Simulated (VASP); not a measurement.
Given:

```
CELL_PARAMETERS angstrom
     -2.47724     2.47724     2.47724
      2.47724    -2.47724     2.47724
      2.47724     2.47724    -2.47724
ATOMIC_POSITIONS crystal
  Ba 0.00000 0.00000 0.00000
```

The numbers are results of optB86b-vdW, VASP's PBE PAW potentials (set 64) (plane waves; VASP 6.6.1), not measurements. Settings: 520 eV cut-off, 11×11×11 Γ-centred mesh, first-order Methfessel-Paxton smearing of 0.10 eV, potentials Ba_sv.

Unless said otherwise, spin-orbit coupling is left out, though it shifts the bands of the heavy elements here.

Task: What does the run give for the energy per atom (σ→0), band gap (on the k-mesh) with the smallest direct gap where there is one?

Result: 
band gap (on the k-mesh): none (metal, semimetal or under 0.01 eV)
energy per atom (σ→0): 0.192 eV/atom

Only differences to runs with the same potentials and settings are physical.

The compound is Ba in the bcc structure. This cell is one point of a volume scan, at 1.03 of the reference volume.
